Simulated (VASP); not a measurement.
Method: r2SCAN meta-GGA, VASP's PBE PAW potentials (set 64) (plane waves; VASP).

The input files of a VASP run:

INCAR:
```
SYSTEM = Cr
PREC = Accurate; ENCUT = 400; LREAL = .False.
LASPH = .True.
EDIFF = 1E-7; NELM = 100; ALGO = Normal
LMAXMIX = 4; LMIXTAU = .True.
ISMEAR = -5
METAGGA = R2SCAN
ISIF = 2
LWAVE = .False.; LCHARG = .False.; LORBIT = 11
NEDOS = 601
```

KPOINTS:
```
Automatic mesh
0
Gamma
19 19 9
0 0 0
```

File KPOINTS_OPT:
```
k-points along high-symmetry lines
6
Line-mode
Reciprocal
  0.000000   0.000000   0.000000 ! GAMMA
  0.500000   0.000000   0.000000 ! M

  0.500000   0.000000   0.000000 ! M
  0.333333   0.333333   0.000000 ! K

  0.333333   0.333333   0.000000 ! K
  0.000000   0.000000   0.000000 ! GAMMA

  0.000000   0.000000   0.000000 ! GAMMA
  0.000000   0.000000   0.500000 ! A

  0.000000   0.000000   0.500000 ! A
  0.500000   0.000000   0.500000 ! L

  0.500000   0.000000   0.500000 ! L
  0.333333   0.333333   0.500000 ! H

  0.333333   0.333333   0.500000 ! H
  0.000000   0.000000   0.500000 ! A

  0.500000   0.000000   0.500000 ! L
  0.500000   0.000000   0.000000 ! M

  0.333333   0.333333   0.500000 ! H
  0.333333   0.333333   0.000000 ! K
```

### POSCAR
```
Cr
2.453290
  1.0000001380   0.0000000000   0.0000000000
 -0.5000000690   0.8660257036   0.0000000000
  0.0000000000   0.0000000000   1.8241609672
Cr
2
Cart
 -0.0000005000   0.5773507577   0.4560402418
  0.5000005690   0.2886749458   1.3681207254
```

POTCAR, in this order: Cr_pv (PBE.64 set). Program: vasp_std.

The resulting files:

**OUTCAR**
```
 ion  position               nearest neighbor table
   1  0.333  0.667  0.250-   2 2.65   2 2.65   2 2.65   2 2.65   2 2.65   2 2.65
   2  0.667  0.333  0.750-   1 2.65   1 2.65   1 2.65   1 2.65   1 2.65   1 2.65
  LATTYP: Found a hexagonal cell.
 ALAT       =     2.4532903385
 C/A-ratio  =     1.8241607155
 Subroutine PRICEL returns:
 Original cell was already a primitive cell.
 Subroutine GETGRP returns: Found 24 space group operations
The static configuration has the point symmetry D_3d.
 The point group associated with its full space group is D_6h.
The dynamic configuration has the point symmetry D_3d.
 Subroutine INISYM returns: Found 24 space group operations
 Subroutine IBZKPT returns following result:
 Found    200 irreducible k-points:

 Following reciprocal coordinates:
            Coordinates               Weight
  0.000000  0.000000  0.000000      1.000000
  0.052632 -0.000000  0.000000      6.000000
  0.105263 -0.000000  0.000000      6.000000
  0.157895  0.000000  0.000000      6.000000
  0.210526 -0.000000  0.000000      6.000000
  0.263158 -0.000000  0.000000      6.000000
  0.315789 -0.000000  0.000000      6.000000
  0.368421 -0.000000  0.000000      6.000000
  0.421053 -0.000000  0.000000      6.000000
  0.473684 -0.000000  0.000000      6.000000
  0.052632  0.052632  0.000000      6.000000
  0.105263  0.052632  0.000000     12.000000
  0.157895  0.052632  0.000000     12.000000
  0.210526  0.052632  0.000000     12.000000
  0.263158  0.052632  0.000000     12.000000
  0.315789  0.052632  0.000000     12.000000
  0.368421  0.052632  0.000000     12.000000
  0.421053  0.052632  0.000000     12.000000
  0.473684  0.052632  0.000000      6.000000
  0.105263  0.105263  0.000000      6.000000
  0.157895  0.105263  0.000000     12.000000
  0.210526  0.105263  0.000000     12.000000
...
```

**OSZICAR**
```
       N       E                     dE             d eps       ncg     rms          rms(c)
DAV:   1     0.192349536909E+03    0.19235E+03   -0.13616E+04  6440   0.163E+03
DAV:   2    -0.299643130864E+02   -0.22231E+03   -0.22113E+03  6704   0.472E+02
DAV:   3    -0.370271944256E+02   -0.70629E+01   -0.69692E+01  8376   0.965E+01
DAV:   4    -0.371280221305E+02   -0.10083E+00   -0.10080E+00  7968   0.116E+01
DAV:   5    -0.371303757979E+02   -0.23537E-02   -0.23541E-02  9648   0.128E+00    0.216E+01
DAV:   6    -0.293357625022E+02    0.77946E+01   -0.33889E+01  6800   0.759E+01    0.457E+00
DAV:   7    -0.283989652901E+02    0.93680E+00   -0.90763E-01  7032   0.134E+01    0.268E+00
DAV:   8    -0.290177752373E+02   -0.61881E+00   -0.34022E-01  7664   0.499E+00    0.170E+00
DAV:   9    -0.274954627115E+02    0.15223E+01   -0.17734E+00  6928   0.941E+00    0.195E+00
DAV:  10    -0.282406817011E+02   -0.74522E+00   -0.61993E-01  6992   0.487E+00    0.120E+00
DAV:  11    -0.285457530928E+02   -0.30507E+00   -0.87639E-02  7728   0.243E+00    0.541E-01
DAV:  12    -0.286874765966E+02   -0.14172E+00   -0.95413E-02  6840   0.254E+00    0.631E-01
DAV:  13    -0.286888996989E+02   -0.14231E-02   -0.35724E-03 10352   0.536E-01    0.873E-01
DAV:  14    -0.286887347119E+02    0.16499E-03   -0.11365E-03  7392   0.358E-01    0.855E-01
DAV:  15    -0.286885040337E+02    0.23068E-03   -0.10643E-02  7320   0.117E+00    0.593E-01
DAV:  16    -0.286888774825E+02   -0.37345E-03   -0.77344E-04  8136   0.340E-01    0.626E-01
DAV:  17    -0.286888712980E+02    0.61845E-05   -0.71674E-05 11112   0.487E-02    0.610E-01
DAV:  18    -0.286888713589E+02   -0.60887E-07   -0.52886E-07  6736   0.329E-03
   1 F= -.28688871E+02 E0= -.28688871E+02  d E =0.000000E+00
       N       E                     dE             ncg
```

**OUTCAR**
```
------------------------ aborting loop because EDIFF is reached ----------------------------------------
  FORCE on cell =-STRESS in cart. coord.  units (eV):
  Direction    XX          YY          ZZ          XY          YZ          ZX
  --------------------------------------------------------------------------------------
  Total       -0.2104371     -0.2104372     -0.2948342      0.0000000      0.0000000      0.0000000
  in kB      -14.4541384    -14.4541444    -20.2510591      0.0000000      0.0000000      0.0000000
  external PRESSURE =     -16.3864473 kB  Pullay stress =       0.0000000 kB
  volume of cell :       23.33
      direct lattice vectors                 reciprocal lattice vectors
     2.453290339  0.000000000  0.000000000     0.407615839  0.235337065  0.000000000
    -1.226645169  2.124612198  0.000000000     0.000000000  0.470674131  0.000000000
     0.000000000  0.000000000  4.475195859     0.000000000  0.000000000  0.223453907
 POSITION                                       TOTAL-FORCE (eV/Angst)
 -----------------------------------------------------------------------------------
     -0.00000      1.41641      1.11880        -0.000000      0.000000      0.000000
      1.22665      0.70820      3.35640         0.000000     -0.000000      0.000000
 -----------------------------------------------------------------------------------
    total drift:                               -0.000254      0.000142     -0.000037
  FREE ENERGIE OF THE ION-ELECTRON SYSTEM (eV)
  ---------------------------------------------------
  free  energy   TOTEN  =       -28.6888713589 eV

  energy  without entropy=      -28.6888713589  energy(sigma->0) =      -28.68887136

 total charge

# of ion       s       p       d       tot
------------------------------------------
    1        0.701   6.405   4.193  11.300
    2        0.701   6.405   4.193  11.300
--------------------------------------------------
tot          1.401  12.811   8.387  22.599
```
(Selected blocks of OUTCAR.)

### OUTCAR
```
 val. band max:       10.7308549870   @ k =   0.4211   0.1579   0.3333

 cond. band min:      10.6463916088   @ k =   0.2632   0.2105   0.2222


 Fermi energy:        10.6885040750

 k-point     1 :       0.0000    0.0000    0.0000
  band No.  band energies     occupation
      1     -34.2916      2.00000
      2     -33.5835      2.00000
      3     -33.3622      2.00000
      4     -33.3621      2.00000
      5     -33.3002      2.00000
      6     -33.3001      2.00000
      7       2.4386      2.00000
      8       6.1459      2.00000
      9       9.0838      2.00000
     10       9.9392      2.00000
     11      10.2873      2.00000
     12      10.2874      2.00000
     13      10.6119      2.00000
     14      10.6120      2.00000
     15      12.0318      0.00000
     16      12.0318      0.00000

 k-point     2 :       0.0526   -0.0000    0.0000
  band No.  band energies     occupation
      1     -34.2833      2.00000
      2     -33.5844      2.00000
      3     -33.3901      2.00000
      4     -33.3695      2.00000
      5     -33.3280      2.00000
      6     -33.3052      2.00000
      7       2.5539      2.00000
      8       6.2434      2.00000
      9       9.1183      2.00000
     10       9.7512      2.00000
     11      10.2268      2.00000
     12      10.3637      2.00000
     13      10.5518      2.00000
     14      10.6850      0.93718
     15      11.9383      0.00000
     16      11.9834      0.00000

 k-point     3 :       0.1053   -0.0000    0.0000
  band No.  band energies     occupation
      1     -34.2585      2.00000
      2     -33.5856      2.00000
      3     -33.4694      2.00000
      4     -33.4085      2.00000
      5     -33.3902      2.00000
      6     -33.3198      2.00000
      7       2.8921      2.00000
      8       6.5200      2.00000
      9       9.1929      2.00000
     10       9.3153      2.00000
     11      10.0811      2.00000
     12      10.4039      2.00000
     13      10.5899      1.61767
...
```

For a metal the tetrahedron method with Blöchl corrections gives inexact stress and forces.

The structure was generated: Cr was put into the hcp type (P6_3/mmc), which need not be its known phase. It was relaxed first. The run is not spin-polarised, so no magnetic state was tried.
